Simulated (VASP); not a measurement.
An input for Quantum ESPRESSO's pw.x (written as the equivalent of a VASP run, and not itself run):

```
&CONTROL
  calculation = 'vc-relax'
  pseudo_dir = './pseudo'
  outdir = './out'
  tprnfor = .true.
  tstress = .true.
  nstep = 60
  forc_conv_thr = 0.00039
/
&SYSTEM
  ibrav = 0
  nat = 4
  ntyp = 2
  ecutwfc = 84
  occupations = 'smearing'
  smearing = 'gaussian'
  degauss = 0.003675
  input_dft = 'pbesol'
/
&ELECTRONS
  conv_thr = 7.3e-08
  electron_maxstep = 100
/
&IONS
/
&CELL
/
ATOMIC_SPECIES
  Mg 24.305 Mg.upf
  Te 127.600 Te.upf
CELL_PARAMETERS angstrom
     2.2750000   -3.9404160    0.0000000
     2.2750000    3.9404160    0.0000000
     0.0000000    0.0000000    7.3900000
ATOMIC_POSITIONS crystal
  Mg   0.6666670  0.3333330  0.5000000
  Mg   0.3333330  0.6666670  0.0000000
  Te   0.6666670  0.3333330  0.8760000
  Te   0.3333330  0.6666670  0.3760000
K_POINTS automatic
  6 6 4 0 0 0
```

Translate this input to VASP (INCAR, KPOINTS, POSCAR, choice of POTCAR).

One answer among several that fit: 
INCAR:
```
# general
SYSTEM =MgTe
PREC   =Accurate
ENCUT  =520   # plane-wave cut-off (eV)
LREAL  =.FALSE.
LASPH  =.TRUE.   # aspherical one-centre terms

# electronic loop
EDIFF  =1E-6
NELM   =100   # most electronic steps
ALGO   =Normal
LMAXMIX=4   # l cut-off of mixed one-centre charges

# smearing
ISMEAR =0
SIGMA  =0.05

# functional
GGA    =PS   # PBEsol

# ions
IBRION =2
NSW    =60   # most ionic steps
ISIF   =3   # ions, shape and volume
EDIFFG =-0.01   # ionic stop

# output
LWAVE  =.FALSE.
LCHARG =.FALSE.
```

POSCAR:
```
MgTe
1
    2.2750000000    -3.9404160000     0.0000000000
    2.2750000000     3.9404160000     0.0000000000
    0.0000000000     0.0000000000     7.3900000000
Mg Te
2 2
Direct
  0.6666670000   0.3333330000   0.5000000000
  0.3333330000   0.6666670000   0.0000000000
  0.6666670000   0.3333330000   0.8760000000
  0.3333330000   0.6666670000   0.3760000000
```

**KPOINTS**
```
Automatic mesh
0
Gamma
6 6 4
0 0 0
```

POTCAR, in this order: Mg Te (PBE.64 set). Program: vasp_std.

Limits of the translation: the potentials are each code's own (VASP's PAW set, PseudoDojo norm-conserving files in pw.x), so ENCUT and ecutwfc are chosen apart and not converted; conv_thr bounds pw.x's estimated SCF error, while EDIFF bounds the energy change between steps; forc_conv_thr acts on force components and is met together with etot_conv_thr.

The compound is MgTe in the wurtzite structure. This run relaxes it. Symmetry was kept, so distortions that lower it aren't found.
